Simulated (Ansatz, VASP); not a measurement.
# Cross-check of SrFe2As2 between VASP and Ansatz, part 2 of 2

One calculation is typed for both programs; each brings its own data sets and cutoff. How far apart do they land?

VASP 6.6.1 and Ansatz 0.2.0.

So far. Step 2 (Ansatz: single point, LDA): The run ends at a pressure of -10.58 GPa, with forces up to 1.2 eV/Å.

### Step 3. VASP: single point, LDA

Level of this step: LDA, spin-polarised from an antiferromagnetic start; plane waves and PAW (Sr_sv, Fe, As) (VASP).

The same cell, functional (in two slightly different forms), mesh and smearing now go to VASP, with its own data sets and cutoff.

Lines of VASP's logs that name or quote its potential files are left out, and so is its time.

INCAR reads:

```
SYSTEM = SrFe2As2
PREC = Accurate
ENCUT = 400
EDIFF = 1E-06
NELM = 100
ISMEAR = -1
SIGMA = 0.05
LREAL = .FALSE.
ALGO = Normal
GGA = CA
NBANDS = 51
ISPIN = 2
MAGMOM = 0 0 3 -3 3 -3 0 0 0 0
LASPH = .TRUE.
LMAXMIX = 4
LORBIT = 11
LWAVE = .FALSE.
LCHARG = .FALSE.
KPAR = 8
ISIF = 2
```

POSCAR reads:

```
SrFe2As2
1.0
   -3.9243000000      3.9243000000     12.3644000000
    1.9621500000     -1.9621500000      6.1822000000
    1.9621500000      1.9621500000     -6.1822000000
Sr Fe As
2 4 4
Direct
    0.0000000000      0.0000000000      0.0000000000
    0.5000000000      0.0000000000      0.0000000000
    0.1250000000      0.7500000000      0.5000000000
    0.6250000000      0.7500000000      0.5000000000
    0.3750000000      0.2500000000      0.5000000000
    0.8750000000      0.2500000000      0.5000000000
    0.1800000000      0.3600000000      0.0000000000
    0.6800000000      0.3600000000      0.0000000000
    0.3200000000      0.6400000000      0.0000000000
    0.8200000000      0.6400000000      0.0000000000
```

KPOINTS reads:

```
Automatic mesh
0
Gamma
8 8 8
0 0 0
```

Potentials, in the order of the species: Sr_sv, Fe and As (PBE family, release 64).

Launch:

```bash
$ mpirun -np 8 vasp_std
```

Numbers of over 12 decimals in the logs are rounded to 6 here.

Log:

```text
[banner, memory and clock lines left out]
running    8 mpi-ranks, on    1 nodes
 distrk:  each k-point on    1 cores,    8 groups
 distr:  one band on    1 cores,    1 groups

 POSCAR found type information on POSCAR SrFeAs
 POSCAR found :  3 types and      10 ions
|                                                                             |
|           W    W    AA    RRRRR   N    N  II  N    N   GGGG   !!!           |
|           W    W   A  A   R    R  NN   N  II  NN   N  G    G  !!!           |
|           W    W  A    A  R    R  N N  N  II  N N  N  G       !!!           |
|           W WW W  AAAAAA  RRRRR   N  N N  II  N  N N  G  GGG   !            |
|           WW  WW  A    A  R   R   N   NN  II  N   NN  G    G                |
|           W    W  A    A  R    R  N    N  II  N    N   GGGG   !!!           |
|                                                                             |
|     For optimal performance we recommend to set                             |
|       NCORE = 2 up to number-of-cores-per-socket                            |
|     NCORE specifies how many cores store one orbital (NPAR=cpu/NCORE).      |
|     This setting can greatly improve the performance of VASP for DFT.       |
|     The default, NCORE=1 might be grossly inefficient on modern             |
|     multi-core architectures or massively parallel machines. Do your        |
|     Unfortunately you need to use the default for GW and RPA                |
|     calculations (for HF NCORE is supported but not extensively tested      |
|     yet).                                                                   |
|                                                                             |

|                                                                             |
|               ----> ADVICE to this user running VASP <----                  |
|                                                                             |
|     You enforced a specific xc type in the INCAR file but a different       |
|     [... a line on the potential file left out ...]
|     I HOPE YOU KNOW WHAT YOU ARE DOING!                                     |
|                                                                             |

 LDA part: xc-table for (Slater(with rela. corr.)+CA(PZ))
 , standard interpolation
 POSCAR, INCAR and KPOINTS ok, starting setup
 FFT: planning ... GRIDC
 FFT: planning ... GRID_SOFT
 FFT: planning ... GRID
 WAVECAR not read
 entering main loop
       N       E                     dE             d eps       ncg     rms          rms(c)
DAV:   1     0.576670464935E+03    0.57667E+03   -0.24903E+04 30600   0.115E+03
DAV:   2    -0.774444596002E+01   -0.58441E+03   -0.56010E+03 30665   0.334E+02
DAV:   3    -0.702355866740E+02   -0.62491E+02   -0.58873E+02 38718   0.118E+02
DAV:   4    -0.752646392721E+02   -0.50291E+01   -0.49718E+01 50960   0.301E+01
DAV:   5    -0.755217125680E+02   -0.25707E+00   -0.25651E+00 52400   0.621E+00    0.393E+01
DAV:   6    -0.983972882768E+02   -0.22876E+02   -0.19457E+02 47348   0.121E+02    0.613E+01
DAV:   7    -0.674105352107E+02    0.30987E+02   -0.11043E+02 42155   0.103E+02    0.112E+01
DAV:   8    -0.688019616326E+02   -0.13914E+01   -0.14605E+01 39760   0.129E+01    0.114E+01
DAV:   9    -0.682882566044E+02    0.51371E+00   -0.19885E+00 53664   0.987E+00    0.521E+00
DAV:  10    -0.682768385085E+02    0.11418E-01   -0.19318E-01 44944   0.175E+00    0.300E+00
DAV:  11    -0.682653463180E+02    0.11492E-01   -0.44597E-02 52077   0.133E+00    0.705E-01
DAV:  12    -0.682641499000E+02    0.11964E-02   -0.10396E-02 46112   0.715E-01    0.403E-01
DAV:  13    -0.682639415664E+02    0.20833E-03   -0.86612E-04 47464   0.192E-01    0.277E-01
DAV:  14    -0.682638536943E+02    0.87872E-04   -0.14994E-04 43712   0.577E-02    0.160E-01
DAV:  15    -0.682637927560E+02    0.60938E-04   -0.96817E-05 43912   0.395E-02    0.692E-02
DAV:  16    -0.682637801306E+02    0.12625E-04   -0.30369E-05 41472   0.247E-02    0.336E-02
DAV:  17    -0.682637769563E+02    0.31744E-05   -0.96778E-06 41384   0.159E-02    0.172E-02
DAV:  18    -0.682637768263E+02    0.12993E-06   -0.18285E-06 20610   0.959E-03
   1 F= -.68263777E+02 E0= -.68219576E+02  d E =-.884022E-01  mag=    -0.0000
```

Parts of OUTCAR (step 3):

```text
ion  position               nearest neighbor table
   1  0.000  0.000  0.000-   9 3.27  10 3.27   7 3.27   8 3.27   9 3.27  10 3.27   7 3.27   8 3.27
                             3 3.66   5 3.66   6 3.66   4 3.66   6 3.66   3 3.66   3 3.66   6 3.66
   2  0.500  0.000  0.000-  10 3.27   9 3.27   8 3.27   7 3.27  10 3.27   9 3.27   8 3.27   7 3.27
                             4 3.66   6 3.66   5 3.66   3 3.66   4 3.66   5 3.66   4 3.66   5 3.66
   3  0.125  0.750  0.500-   7 2.39   9 2.39   7 2.39  10 2.39   6 2.77   5 2.77   5 2.77   6 2.77
                             1 3.66   2 3.66   1 3.66   1 3.66
   4  0.625  0.750  0.500-   8 2.39  10 2.39   8 2.39   9 2.39   5 2.77   6 2.77   6 2.77   5 2.77
                             2 3.66   1 3.66   2 3.66   2 3.66
   5  0.375  0.250  0.500-   8 2.39   9 2.39   7 2.39   9 2.39   4 2.77   4 2.77   3 2.77   3 2.77
                             2 3.66   1 3.66   2 3.66   2 3.66
   6  0.875  0.250  0.500-   7 2.39  10 2.39   8 2.39  10 2.39   3 2.77   3 2.77   4 2.77   4 2.77
                             1 3.66   2 3.66   1 3.66   1 3.66
   7  0.180  0.360  0.000-   3 2.39   5 2.39   6 2.39   3 2.39   1 3.27   1 3.27   2 3.27   2 3.27

  LATTYP: Found a base centered monoclinic cell.
 ALAT       =    12.9722210068
 B/A-ratio  =     0.3025156600
 C/A-ratio  =     0.6050313201
 COS(beta)  =    -0.3025156600

 Subroutine GETGRP returns: Found  4 space group operations
 (whereof  4 operations were pure point group operations)

The static configuration has the point symmetry C_2h.

 Found    150 irreducible k-points:

   k-points           NKPTS =    150   k-points in BZ     NKDIM =    150   number of bands    NBANDS=     51

   dimension x,y,z NGX =    90 NGY =   48 NGZ =   48
   dimension x,y,z NGXF=   180 NGYF=   96 NGZF=   96

   ENCUT  =  400.0 eV  29.40 Ry    5.42 a.u.  22.10 11.05 11.05*2*pi/ulx,y,z

   NELECT =      72.0000    total number of electrons

 k-points in reciprocal lattice and weights: Automatic mesh
   0.00000000  0.00000000  0.00000000       0.002
   0.12500000 -0.00000000  0.00000000       0.004
   0.25000000 -0.00000000  0.00000000       0.004
   0.37500000  0.00000000  0.00000000       0.004
   0.50000000 -0.00000000  0.00000000       0.002
  -0.00000000  0.12500000  0.00000000       0.008
   0.12500000  0.12500000  0.00000000       0.008
   0.25000000  0.12500000  0.00000000       0.008
   0.37500000  0.12500000  0.00000000       0.008
[...]
0.37500000  0.50000000  0.50000000       0.004
   0.50000000  0.50000000  0.50000000       0.002

 average (electrostatic) potential at core
       1 -36.4810       2 -36.4810       3 -43.7033       4 -43.7033       5 -43.7033
       6 -43.7033       7 -49.3269       8 -49.3269       9 -49.3269      10 -49.3269

 E-fermi :   4.6514

 spin component 1
 k-point     1 :       0.0000    0.0000    0.0000
  band No.  band energies     occupation
    ...
     30       3.6231      1.00000
     31       3.8206      1.00000
     32       4.0374      1.00000
     33       4.1158      0.99998
     34       4.5984      0.74279
     35       4.6783      0.36869
     36       4.7671      0.08997
     37       5.2462      0.00001
     38       5.2966      0.00000
     39       5.3899      0.00000
    ...

 k-point     2 :       0.1250   -0.0000    0.0000
  band No.  band energies     occupation
    ...
     31       3.8388      1.00000
     32       4.0188      1.00000
     33       4.1650      0.99994
     34       4.5709      0.83345
     35       4.6485      0.51452
     36       4.7406      0.14392
     37       5.1929      0.00002
     38       5.2697      0.00000
     39       5.3581      0.00000
     40       5.6636      0.00000
    ...

 k-point     3 :       0.2500   -0.0000    0.0000
  band No.  band energies     occupation
    ...
     31       3.8983      1.00000
     32       4.0259      1.00000
     33       4.2308      0.99978
     34       4.5146      0.93914
     35       4.5651      0.84889
     36       4.6763      0.37831
     37       5.0438      0.00039
     38       5.2446      0.00001
     39       5.3351      0.00000
     40       5.7117      0.00000
    ...

 k-point     4 :       0.3750    0.0000    0.0000
  band No.  band energies     occupation
    ...
     32       4.0785      0.99999
     33       4.2542      0.99965
     34       4.4417      0.98515
     35       4.4884      0.96309
     36       4.6038      0.72163
     37       4.9552      0.00230
     38       5.0935      0.00014
     39       5.4249      0.00000
     40       5.7469      0.00000
     41       6.3001      0.00000
    ...

 k-point     5 :       0.5000   -0.0000    0.0000
  band No.  band energies     occupation
    ...
     32       4.2134      0.99984
     33       4.2460      0.99970
     34       4.3301      0.99839
     35       4.4956      0.95759
     36       4.5656      0.84762
     37       4.9398      0.00312
     38       5.0131      0.00072
     39       5.4799      0.00000
     40       5.7402      0.00000
     41       6.2846      0.00000
    ...

 k-point     6 :      -0.0000    0.1250    0.0000
  band No.  band energies     occupation
    ...
     31       3.9182      1.00000
     32       4.0086      1.00000
     33       4.1421      0.99996
     34       4.4776      0.97004
     35       4.5196      0.93314
     36       4.7087      0.24154
     37       5.0230      0.00059
     38       5.2249      0.00001
     39       5.3315      0.00000
     40       5.5120      0.00000
    ...

  Total      -12.6846433    -12.9177976    -13.2246040      0.0000000     -0.0862938      0.0000000
  in kB     -106.7312003   -108.6930089   -111.2745408      0.0000000     -0.7260942      0.0000000
  external PRESSURE =    -108.8995833 kB  Pullay stress =       0.0000000 kB

  energy-cutoff  :      400.00
  volume of cell :      190.41
      direct lattice vectors                 reciprocal lattice vectors
    -3.924300000  3.924300000 12.364400000     0.000000000  0.127411258  0.040438679
     1.962150000 -1.962150000  6.182200000     0.254822516  0.000000000  0.080877358
     1.962150000  1.962150000 -6.182200000     0.254822516  0.254822516  0.000000000

 POSITION                                       TOTAL-FORCE (eV/Angst)
 -----------------------------------------------------------------------------------
      0.00000      0.00000      0.00000        -0.000000     -0.000000      0.000000
     -1.96215      1.96215      6.18220        -0.000000     -0.000000      0.000000
      1.96215      0.00000      3.09110        -0.000000      0.100891     -0.002601
     -0.00000      1.96215      9.27330        -0.000000      0.100891     -0.002601
      0.00000      1.96215      3.09110         0.000000     -0.100891      0.002601
     -1.96215      3.92430      9.27330         0.000000     -0.100891      0.002601
      0.00000      0.00000      4.45118         0.000000      0.038605     -1.402957
     -1.96215      1.96215     10.63338         0.000000      0.038605     -1.402957
      0.00000      0.00000      7.91322        -0.000000     -0.038605      1.402957
     -1.96215      1.96215     14.09542        -0.000000     -0.038605      1.402957
 -----------------------------------------------------------------------------------
    total drift:                               -0.000000     -0.000000     -0.000000

  FREE ENERGIE OF THE ION-ELECTRON SYSTEM (eV)
  ---------------------------------------------------
  free  energy   TOTEN  =       -68.2637768263 eV

  energy  without entropy=      -68.1753746052  energy(sigma->0) =      -68.21957572

 total charge
# of ion       s       p       d       tot
------------------------------------------
    1        2.004   5.706   0.236   7.946
    2        2.004   5.706   0.236   7.946
    3        0.387   0.446   6.423   7.257
    4        0.387   0.446   6.423   7.257
    5        0.387   0.446   6.423   7.257
    6        0.387   0.446   6.423   7.257
    7        1.218   1.569   0.065   2.852
    8        1.218   1.569   0.065   2.852
    9        1.218   1.569   0.065   2.852
   10        1.218   1.569   0.065   2.852
--------------------------------------------------
tot         10.429  19.475  26.425  56.330

 magnetization (x)
# of ion       s       p       d       tot
------------------------------------------
    1        0.000   0.000   0.000   0.000
    2        0.000   0.000   0.000   0.000
    3        0.006   0.008   0.960   0.974
    4       -0.006  -0.008  -0.960  -0.974
    5        0.006   0.008   0.960   0.974
    6       -0.006  -0.008  -0.960  -0.974
    7        0.000  -0.019   0.000  -0.018
    8       -0.000   0.019  -0.000   0.018
    9        0.000  -0.019   0.000  -0.018
   10       -0.000   0.019  -0.000   0.018
--------------------------------------------------
tot          0.000   0.000   0.000   0.000

[... 1 further part left out ...]
```

The magnetic state follows from one typed start and may not be the lowest. At this level the cell is under a tension of 10.9 GPa, so at these settings it is away from equilibrium.

### Step 4. Comparison

Known differences besides the potentials themselves: the two LDA forms differ slightly; the data sets hold 144 valence electrons in Ansatz (default PAW (the set named soft_2) files) and 72 in VASP; the cutoff is 420 eV in Ansatz and 400 eV in VASP; Ansatz makes its cores anew for this functional, VASP keeps those of its PBE data sets; VASP's log shows a relativistic correction to its local exchange, Ansatz's none; site moments are counted in spheres of each program's own size. Total energies have different zeros and are not compared.

Both answers:

| quantity | Ansatz | VASP | difference |
| --- | --- | --- | --- |
| pressure (GPa) | -10.58 | -10.89 | +0.31 |
| moment on Fe3 (μB) | 1.27 | 0.97 | +0.30 |
| moment on Fe4 (μB) | -1.27 | -0.97 | -0.30 |
| moment on Fe5 (μB) | 1.27 | 0.97 | +0.30 |
| moment on Fe6 (μB) | -1.27 | -0.97 | -0.30 |

Forces (eV/Å; atoms numbered as in POSCAR):

| atom | Ansatz x, y, z | VASP x, y, z |
| --- | --- | --- |
| Sr1 | 0.000, 0.000, 0.000 | 0.000, 0.000, 0.000 |
| Sr2 | 0.000, 0.000, 0.000 | 0.000, 0.000, 0.000 |
| Fe3 | 0.000, 0.153, -0.034 | 0.000, 0.101, -0.003 |
| Fe4 | 0.000, 0.153, -0.034 | 0.000, 0.101, -0.003 |
| Fe5 | 0.000, -0.153, 0.034 | 0.000, -0.101, 0.003 |
| Fe6 | 0.000, -0.153, 0.034 | 0.000, -0.101, 0.003 |
| As7 | 0.000, 0.027, -1.210 | 0.000, 0.039, -1.403 |
| As8 | 0.000, 0.027, -1.210 | 0.000, 0.039, -1.403 |
| As9 | 0.000, -0.027, 1.210 | 0.000, -0.039, 1.403 |
| As10 | 0.000, -0.027, 1.210 | 0.000, -0.039, 1.403 |

The forces differ by 74 meV/Å r.m.s., which is 14.4 % of the r.m.s. force of 0.51 eV/Å (both taken over all components).

### Step 5. Other set-ups

Further runs change the set-up of one program: Ansatz's method, potentials or start, or VASP's data sets, cutoff or form of LDA. The table gives Ansatz less VASP for each quantity, since a change that brings one quantity closer may part another. Site moments also change with the sphere that a data set brings.

| run | r.m.s. force difference (meV/Å) | pressure (GPa) | moment on Fe3 (μB) | moment on Fe4 (μB) | moment on Fe5 (μB) | moment on Fe6 (μB) |
| --- | --- | --- | --- | --- | --- | --- |
| as above | 74 | 0.31 | 0.30 | -0.30 | 0.30 | -0.30 |
| cores kept as stored | 74 | 0.36 | 0.29 | -0.29 | 0.29 | -0.29 |
| Ansatz's larger PAW set (cutoff 950 eV) | 76 | 0.33 | 0.30 | -0.30 | 0.30 | -0.30 |
| norm-conserving potentials (cutoff 1225 eV) | 160 | 1.1 | 0.54 | -0.54 | 0.54 | -0.54 |

### Step 6. Summary of results

```yaml
r_m_s_force_difference_single_point_lda: 14 % of the r.m.s. force
```

In words: The r.m.s. force difference is 14 % of the r.m.s. force (single point, LDA), beyond the 3 % picked in this series as the mark of a large difference. Single point, LDA, norm-conserving potentials (cutoff 1225 eV): r.m.s. force difference goes from 74 to 160 meV/Å; the difference in pressure goes from 0.31 to 1.1 GPa; the difference in moment on Fe3 goes from 0.30 to 0.54 μB; the difference in moment on Fe4 goes from -0.30 to -0.54 μB; the difference in moment on Fe5 goes from 0.30 to 0.54 μB; the difference in moment on Fe6 goes from -0.30 to -0.54 μB. 1 further run of this series is not shown here. How closely two codes agree says nothing of how well the functional describes the real material.

[Lines on the potential files, build, host, timing and source positions are cut from VASP's logs without a mark.]

[Logs are printed without paths, hosts, clocks, repeated set-up lines and the standing remarks that a program may print on its own settings, such as how far it seeks lower states.]

[Hosts, paths, dates, database ids (printed as entryN), source tags and the programs' standing remarks are cut or masked in the printed files.]
